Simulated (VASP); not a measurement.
Calculation: PBEsol GGA, VASP's PBE PAW potentials (set 64) (plane waves; VASP 6.6.1).

Input for VASP

**INCAR**
```
# general
SYSTEM = AlN
PREC   = Accurate
ENCUT  = 520   # plane-wave cut-off (eV)
LREAL  = .False.
LASPH  = .True.   # aspherical one-centre terms
ICHARG = 11   # fixed density

# electronic loop
EDIFF  = 1E-7
NELM   = 100   # most electronic steps
ALGO   = Normal

# smearing
ISMEAR = 0
SIGMA  = 0.05   # width (eV)

# functional
GGA    = PS   # PBEsol

# output
LWAVE  = .False.
LCHARG = .False.
LORBIT = 11
```

**POSCAR**
```
AlN
1
    1.5568194692    -2.6964904130     0.0000000000
    1.5568194692     2.6964904130     0.0000000000
    0.0000000000     0.0000000000     4.9836395732
Al N
2 2
Direct
  0.6666670000   0.3333330000   0.5000300776
  0.3333330000   0.6666670000   0.0000300776
  0.6666670000   0.3333330000   0.8819699224
  0.3333330000   0.6666670000   0.3819699224
```

File KPOINTS:
```
k-points along high-symmetry lines
10
Line-mode
Reciprocal
  0.000000   0.000000   0.000000 ! GAMMA
  0.000000   0.500000   0.000000 ! M

  0.000000   0.500000   0.000000 ! M
 -0.333333   0.666667   0.000000 ! K

 -0.333333   0.666667   0.000000 ! K
  0.000000   0.000000   0.000000 ! GAMMA

  0.000000   0.000000   0.000000 ! GAMMA
  0.000000   0.000000   0.500000 ! A

  0.000000   0.000000   0.500000 ! A
  0.000000   0.500000   0.500000 ! L

  0.000000   0.500000   0.500000 ! L
 -0.333333   0.666667   0.500000 ! H

 -0.333333   0.666667   0.500000 ! H
  0.000000   0.000000   0.500000 ! A

  0.000000   0.500000   0.500000 ! L
  0.000000   0.500000   0.000000 ! M

 -0.333333   0.666667   0.500000 ! H
 -0.333333   0.666667   0.000000 ! K
```

POTCAR, in this order: Al N (PBE.64 set). Program: vasp_std. Read from the step before: CHGCAR.

Output

File OSZICAR:
```
       N       E                     dE             d eps       ncg     rms          rms(c)
DAV:   1     0.451218047127E+02    0.45122E+02   -0.74498E+03  2160   0.118E+03
DAV:   2    -0.271856236539E+02   -0.72307E+02   -0.65654E+02  3152   0.207E+02
DAV:   3    -0.305477509438E+02   -0.33621E+01   -0.33428E+01  2804   0.481E+01
DAV:   4    -0.305785268159E+02   -0.30776E-01   -0.30765E-01  2532   0.520E+00
DAV:   5    -0.305789946241E+02   -0.46781E-03   -0.46778E-03  2728   0.653E-01
DAV:   6    -0.305790057985E+02   -0.11174E-04   -0.11174E-04  2560   0.102E-01
DAV:   7    -0.305790061215E+02   -0.32292E-06   -0.32291E-06  2664   0.173E-02
DAV:   8    -0.305790061307E+02   -0.92531E-08   -0.92467E-08  1984   0.301E-03
   1 F= -.30579006E+02 E0= -.30579006E+02  d E =-.589054E-13
```

**OUTCAR**
```
 val. band max:        6.0503839390   @ k =  -0.0000   0.0000   0.0000

 cond. band min:      10.1631527976   @ k =  -0.0000   0.0000   0.0000



 k-point     1 :       0.0000    0.0000    0.0000
  band No.  band energies     occupation
      1      -9.1106      2.00000
      2      -6.9310      2.00000
      3       0.0006      2.00000
      4       5.1737      2.00000
      5       5.1737      2.00000
      6       5.8277      2.00000
      7       5.8277      2.00000
      8       6.0504      2.00000
      9      10.1632      0.00000
     10      12.5988      0.00000
     11      16.5436      0.00000
     12      17.0706      0.00000

 k-point     2 :       0.0000    0.0556    0.0000
  band No.  band energies     occupation
      1      -9.0707      2.00000
      2      -6.9081      2.00000
      3       0.0478      2.00000
      4       4.9824      2.00000
      5       5.1188      2.00000
      6       5.6288      2.00000
      7       5.8233      2.00000
      8       6.0342      2.00000
      9      10.3635      0.00000
     10      12.7719      0.00000
     11      16.3770      0.00000
     12      16.7617      0.00000

 k-point     3 :       0.0000    0.1111    0.0000
  band No.  band energies     occupation
      1      -8.9526      2.00000
      2      -6.8421      2.00000
      3       0.1883      2.00000
      4       4.4619      2.00000
      5       4.9741      2.00000
      6       5.1433      2.00000
      7       5.8006      2.00000
      8       5.9789      2.00000
      9      10.8532      0.00000
     10      13.2084      0.00000
     11      15.8815      0.00000
     12      16.1355      0.00000

 k-point     4 :       0.0000    0.1667    0.0000
  band No.  band energies     occupation
      1      -8.7607      2.00000
      2      -6.7410      2.00000
      3       0.4189      2.00000
      4       3.7404      2.00000
      5       4.5304      2.00000
      6       4.7779      2.00000
      7       5.7488      2.00000
...
```

The density is held fixed in this step, so its total energy and stress have no physical meaning.

The compound is AlN in the wurtzite structure. It was relaxed first.
